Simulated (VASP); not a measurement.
# RPA total energies of MgS (Niningerite), part 2 of 2

Wanted: where the RPA puts the energy minimum of MgS (Niningerite). The scan starts from a database cell, scaled to the smallest volume of the series. The cell is of the rock-salt type, one of the forms listed for this formula. The start is a cell from a database of measured crystal structures.

VASP 6.6.1, plane waves and PAW; the level of theory is named at each step.

So far. Step 25 (Empty bands, volume ratio 1.03): WAVECAR now holds 560 bands for 8 electrons. Step 26 (RPA correlation, volume ratio 1.03): Extrapolated by the program to an infinite response cutoff, the correlation energy is -6.0285 eV an atom, +9 meV against the point before. With exact exchange the total is -13.0320 eV an atom.

### 27. Comparison: r2SCAN, volume ratio 1.03

This step: r2SCAN; plane waves and PAW (S_GW, Mg_GW) (VASP 6.6.1).

The input, INCAR:

```
SYSTEM = MgS
PREC = Accurate
ENCUT = 350
EDIFF = 1E-06
NELM = 100
ISMEAR = 0
SIGMA = 0.05
LREAL = .FALSE.
ALGO = Normal
METAGGA = R2SCAN
LASPH = .TRUE.
NBANDS = 10
LWAVE = .FALSE.
LCHARG = .FALSE.
KPAR = 8
```

The input, POSCAR:

```
MgS
1.0
    0.0000000000      2.6274105862      2.6274105862
    2.6274105862      0.0000000000      2.6274105862
    2.6274105862      2.6274105862      0.0000000000
S Mg
1 1
Direct
    0.5000000000      0.5000000000      0.5000000000
    0.0000000000      0.0000000000      0.0000000000
```

The input, KPOINTS:

```
Automatic mesh
0
Gamma
4 4 4
0 0 0
```

PAW data sets: S_GW and Mg_GW (PBE family, release 64).

Started as:

```bash
$ mpirun -np 8 vasp_std
```

Run time: 6.6 s. Hardware: 8 MPI ranks of Intel Xeon Platinum 8259CL at 2.50GHz (Skylake/Cascade Lake), shared host; peak memory 1 GiB; 49 s of CPU time.

Its energy is -7.7352 eV an atom, on a zero of its own.

### 28. Orbitals for comparison: HSE06, volume ratio 1.03

This step: PBE; plane waves and PAW (S_GW, Mg_GW) (VASP 6.6.1).

The input, INCAR:

```
SYSTEM = MgS
PREC = Accurate
ENCUT = 350
EDIFF = 1E-05
NELM = 100
ISMEAR = 0
SIGMA = 0.05
LREAL = .FALSE.
ALGO = Normal
GGA = PE
NBANDS = 10
LORBIT = 11
LWAVE = .TRUE.
LCHARG = .FALSE.
KPAR = 8
```

POSCAR is that of step 27.

KPOINTS is that of step 27.

Started as:

```bash
$ mpirun -np 8 vasp_std
```

Elapsed: 1.6 s, on 8 MPI ranks; peak memory 1 GiB.

The run ends at a pressure of -1.00 GPa.

### 29. Comparison: HSE06, volume ratio 1.03

This step: HSE06; plane waves and PAW (S_GW, Mg_GW) (VASP 6.6.1).

The input, INCAR:

```
SYSTEM = MgS
PREC = Accurate
ENCUT = 350
EDIFF = 1E-06
NELM = 100
ISMEAR = 0
SIGMA = 0.05
LREAL = .FALSE.
ALGO = Normal
LHFCALC = .TRUE.
AEXX = 0.25
GGA = PE
HFSCREEN = 0.2
LASPH = .TRUE.
NBANDS = 10
PRECFOCK = Fast
LWAVE = .FALSE.
LCHARG = .FALSE.
KPAR = 8
```

POSCAR is that of step 28.

KPOINTS is that of step 28.

The run starts from files that an earlier step left in the folder.

Started as:

```bash
$ mpirun -np 8 vasp_std
```

The job ended after 10 s (8 MPI ranks; peak memory 1.7 GiB).

Its energy is -4.9292 eV an atom, on a zero of its own.

### 30. Orbitals, volume ratio 1.06

This step: PBE; plane waves and PAW (S_GW, Mg_GW) (VASP 6.6.1).

The same chain follows at a volume ratio of 1.06.

The input, INCAR:

```
SYSTEM = MgS
PREC = Accurate
ENCUT = 350
EDIFF = 1E-08
NELM = 100
ISMEAR = 0
SIGMA = 0.05
LREAL = .FALSE.
ALGO = Normal
GGA = PE
NBANDS = 10
LORBIT = 11
LWAVE = .TRUE.
LCHARG = .FALSE.
KPAR = 8
```

The input, POSCAR:

```
MgS
1.0
    0.0000000000      2.6526756995      2.6526756995
    2.6526756995      0.0000000000      2.6526756995
    2.6526756995      2.6526756995      0.0000000000
S Mg
1 1
Direct
    0.5000000000      0.5000000000      0.5000000000
    0.0000000000      0.0000000000      0.0000000000
```

KPOINTS is that of step 29.

Started as:

```bash
$ mpirun -np 8 vasp_std
```

It took 1.8 s on 8 MPI ranks; peak memory 1 GiB; 9.7 s of CPU time.

The run ends at a pressure of -2.89 GPa.

### 31. Exact exchange, volume ratio 1.06

This step: Hartree-Fock energy on PBE orbitals; plane waves and PAW (S_GW, Mg_GW) (VASP 6.6.1).

The input, INCAR:

```
SYSTEM = MgS
PREC = Accurate
ENCUT = 350
ISMEAR = 0
SIGMA = 0.05
LREAL = .FALSE.
GGA = PE
NBANDS = 10
ALGO = Eigenval
NELM = 1
LHFCALC = .TRUE.
AEXX = 1
ALDAC = 0
AGGAC = 0
PRECFOCK = Normal
LWAVE = .FALSE.
LCHARG = .FALSE.
```

POSCAR is that of step 30.

KPOINTS is that of step 30.

The run starts from files that an earlier step left in the folder.

Started as:

```bash
$ mpirun -np 8 vasp_std
```

Elapsed: 3.8 s, on 8 MPI ranks; peak memory 0.82 GiB.

The Hartree-Fock energy on these orbitals is -7.0008 eV an atom.

### 32. Empty bands, volume ratio 1.06

This step: PBE; plane waves and PAW (S_GW, Mg_GW) (VASP 6.6.1).

The input, INCAR:

```
SYSTEM = MgS
PREC = Accurate
ENCUT = 350
ISMEAR = 0
SIGMA = 0.05
LREAL = .FALSE.
GGA = PE
NBANDS = 568
ALGO = Exact
NELM = 1
LWAVE = .TRUE.
LCHARG = .FALSE.
LOPTICS = .TRUE.
NEDOS = 1000
CSHIFT = 0.1
```

POSCAR is that of step 31.

KPOINTS is that of step 31.

Started as:

```bash
$ mpirun -np 8 vasp_std
```

It took 2.4 s on 8 MPI ranks; peak memory 0.95 GiB; 15 s of CPU time.

WAVECAR now holds 568 bands for 8 electrons.

### 33. RPA correlation, volume ratio 1.06

This step: RPA correlation on PBE orbitals; plane waves and PAW (S_GW, Mg_GW) (VASP 6.6.1).

The input, INCAR:

```
SYSTEM = MgS
PREC = Accurate
ENCUT = 350
ISMEAR = 0
SIGMA = 0.05
LREAL = .FALSE.
GGA = PE
NBANDS = 568
ALGO = ACFDT
ENCUTGW = 200
NOMEGA = 12
PRECFOCK = Fast
LWAVE = .FALSE.
LCHARG = .FALSE.
```

POSCAR is that of step 32.

KPOINTS is that of step 32.

Started as:

```bash
$ mpirun -np 8 vasp_std
```

Wall time 34 s (8 MPI ranks); peak memory 1.4 GiB; 4.4 min of CPU time.

Extrapolated by the program to an infinite response cutoff, the correlation energy is -6.0209 eV an atom, +8 meV against the point before. With exact exchange the total is -13.0217 eV an atom.

### 34. Comparison: r2SCAN, volume ratio 1.06

This step: r2SCAN; plane waves and PAW (S_GW, Mg_GW) (VASP 6.6.1).

The input, INCAR:

```
SYSTEM = MgS
PREC = Accurate
ENCUT = 350
EDIFF = 1E-06
NELM = 100
ISMEAR = 0
SIGMA = 0.05
LREAL = .FALSE.
ALGO = Normal
METAGGA = R2SCAN
LASPH = .TRUE.
NBANDS = 10
LWAVE = .FALSE.
LCHARG = .FALSE.
KPAR = 8
```

POSCAR is that of step 33.

KPOINTS is that of step 33.

Started as:

```bash
$ mpirun -np 8 vasp_std
```

Elapsed: 8.6 s, on 8 MPI ranks; peak memory 0.99 GiB; 64 s of CPU time.

Its energy is -7.7241 eV an atom, on a zero of its own.

### 35. Orbitals for comparison: HSE06, volume ratio 1.06

This step: PBE; plane waves and PAW (S_GW, Mg_GW) (VASP 6.6.1).

The input, INCAR:

```
SYSTEM = MgS
PREC = Accurate
ENCUT = 350
EDIFF = 1E-05
NELM = 100
ISMEAR = 0
SIGMA = 0.05
LREAL = .FALSE.
ALGO = Normal
GGA = PE
NBANDS = 10
LORBIT = 11
LWAVE = .TRUE.
LCHARG = .FALSE.
KPAR = 8
```

POSCAR is that of step 34.

KPOINTS is that of step 34.

Started as:

```bash
$ mpirun -np 8 vasp_std
```

Elapsed: 2.2 s, on 8 MPI ranks; peak memory 0.98 GiB.

The run ends at a pressure of -2.91 GPa.

### 36. Comparison: HSE06, volume ratio 1.06

This step: HSE06; plane waves and PAW (S_GW, Mg_GW) (VASP 6.6.1).

The input, INCAR:

```
SYSTEM = MgS
PREC = Accurate
ENCUT = 350
EDIFF = 1E-06
NELM = 100
ISMEAR = 0
SIGMA = 0.05
LREAL = .FALSE.
ALGO = Normal
LHFCALC = .TRUE.
AEXX = 0.25
GGA = PE
HFSCREEN = 0.2
LASPH = .TRUE.
NBANDS = 10
PRECFOCK = Fast
LWAVE = .FALSE.
LCHARG = .FALSE.
KPAR = 8
```

POSCAR is that of step 35.

KPOINTS is that of step 35.

The run starts from files that an earlier step left in the folder.

Started as:

```bash
$ mpirun -np 8 vasp_std
```

Wall time 12 s (8 MPI ranks); peak memory 1.7 GiB.

Its energy is -4.9174 eV an atom, on a zero of its own.

### 37. Summary

This step: exact exchange and RPA correlation on PBE orbitals, beside r2SCAN, beside HSE06; plane waves and PAW (VASP 6.6.1).

No new run; the numbers come from the runs before.

Numbers from this step:

- equilibrium volume, EXX+RPA: 17.62 Å³/atom
- bulk modulus: 82.65 GPa

The energy above the lowest point by volume; values in meV/atom:

```csv
volume (Å³/atom),PBE,EXX,EXX+RPA,r2SCAN,HSE06
16.553,26.2,45.1,19.4,16.6,14.7
17.081,8.68,19.8,4.37,3.60,2.83
17.610,0.409,5.26,0,0,0
18.138,0,0,3.41,4.27,5.00
18.666,6.39,2.73,13.7,15.4,16.7
```

Cost is wall time times ranks on a shared host; the EXX and RPA rows hold the orbitals run too, the hybrid row not its starting run, and runs of a few seconds are mostly start-up. Fits of the equation of state:

```csv
level,V0 (Å³/atom),B0 (GPa),fit error (meV/atom),minimum inside the series,cost a point (core minutes)
PBE,17.9,74.43,0.006632,yes,0.31
EXX,18.21,82.26,0.01007,yes,0.95
EXX+RPA,17.62,82.65,0.08585,yes,5.98
r2SCAN,17.57,80.91,0.01554,yes,0.95
HSE06,17.52,80.23,0.004618,yes,1.49
```

### 38. What came out

* PBE: V0 17.90 Å³/atom, B0 74.4 GPa
* EXX: V0 18.21 Å³/atom, B0 82.3 GPa
* EXX+RPA: V0 17.62 Å³/atom, B0 82.6 GPa
* r2SCAN: V0 17.57 Å³/atom, B0 80.9 GPa
* HSE06: V0 17.52 Å³/atom, B0 80.2 GPa

In words: Exact exchange with RPA correlation puts the minimum at 17.62 Å³ an atom, with a bulk modulus of 82.6 GPa. PBE puts the volume 1.6 % above EXX+RPA, at roughly 1/19 of its cost. r2SCAN puts the volume 0.26 % below EXX+RPA, at roughly 1/6 of its cost. HSE06 puts the volume 0.54 % below EXX+RPA, at roughly 1/4 of its cost. Correlation shrinks the exact-exchange volume by 3.2 %. Mesh, ENCUT and response cutoff weren't varied, and the extrapolation in the response cutoff changes with the volume, so small differences in volume between the levels aren't resolved. Exact exchange and correlation are taken on one coarse mesh and aren't self-consistent; the correlation energy is extrapolated in the response cutoff by the program, which at the first volume adds -369 meV an atom to the value at the highest cutoff and varies with the volume; a small fit error says nothing about that part. NBANDS follows the largest plane-wave count of any k point, which rises in steps with the volume. The cheaper functionals share the mesh, and the fits are third-order Birch-Murnaghan curves. Not tabulated here, as repeats of values shown or as unfit to read for their mesh, reference level or band range: eps2 curves (empty bands); eps1 curves and static values (empty bands); gaps (empty bands).

[Lines on the potential files, build, host, timing and source positions are cut from VASP's logs without a mark.]

[Logs are printed without paths, hosts, clocks, repeated set-up lines and the standing remarks that a program may print on its own settings, such as how far it seeks lower states.]

[Hosts, paths, dates, database ids (printed as entryN), source tags and the programs' standing remarks are cut or masked in the printed files.]

[Pressures printed for these runs are not shown converged in the cutoff: they can be off by several GPa and have the wrong sign.]
